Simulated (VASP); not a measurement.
An input for Quantum ESPRESSO's pw.x (written as the equivalent of a VASP run, and not itself run):

```
&CONTROL
  calculation = 'scf'
  pseudo_dir = './pseudo'
  outdir = './out'
  tprnfor = .true.
  tstress = .true.
/
&SYSTEM
  ibrav = 0
  nat = 2
  ntyp = 2
  ecutwfc = 72
  occupations = 'smearing'
  smearing = 'fermi-dirac'
  degauss = 0.00735
  input_dft = 'pz'
/
&ELECTRONS
  conv_thr = 7.3e-08
  electron_maxstep = 100
/
ATOMIC_SPECIES
  Y 88.906 Y.upf
  S 32.060 S.upf
CELL_PARAMETERS angstrom
     0.0000000    2.7436500    2.7436500
     2.7436500    0.0000000    2.7436500
     2.7436500    2.7436500    0.0000000
ATOMIC_POSITIONS crystal
  Y    0.5000000  0.5000000  0.5000000
  S    0.0000000  0.0000000  0.0000000
K_POINTS automatic
  5 5 5 0 0 0
```

Translate this input to VASP (INCAR, KPOINTS, POSCAR, choice of POTCAR).

This is not unique; one that fits is 
POSCAR:
```
YS
1
    0.0000000000     2.7436500000     2.7436500000
    2.7436500000     0.0000000000     2.7436500000
    2.7436500000     2.7436500000     0.0000000000
Y S
1 1
Direct
  0.5000000000   0.5000000000   0.5000000000
  0.0000000000   0.0000000000   0.0000000000
```

KPOINTS:
```
Automatic mesh
0
Gamma
5 5 5
0 0 0
```

INCAR:
```
ALGO  =  Normal
EDIFF  =  1E-6
ENCUT  =  300
ISIF  =  2
ISMEAR  =  -1
LASPH  =  .True.
LCHARG  =  .False.
LMAXMIX  =  4
LREAL  =  .False.
LWAVE  =  .False.
NELM  =  100
PREC  =  Accurate
SIGMA  =  0.1
SYSTEM  =  YS
```

POTCAR, in this order: Y_sv S (LDA.64 set). Program: vasp_std.

Limits of the translation: the potentials are each code's own (VASP's PAW set, PseudoDojo norm-conserving files in pw.x), so ENCUT and ecutwfc are chosen apart and not converted; conv_thr bounds pw.x's estimated SCF error, while EDIFF bounds the energy change between steps.

The structure comes from a measured YS entry (Fm-3m) of the Crystallography Open Database, whose conditions weren't checked. The cell was not relaxed at this level. The k-mesh is coarse (spacing up to 0.40 per Å, 2π included), so the numbers may not be converged in it.
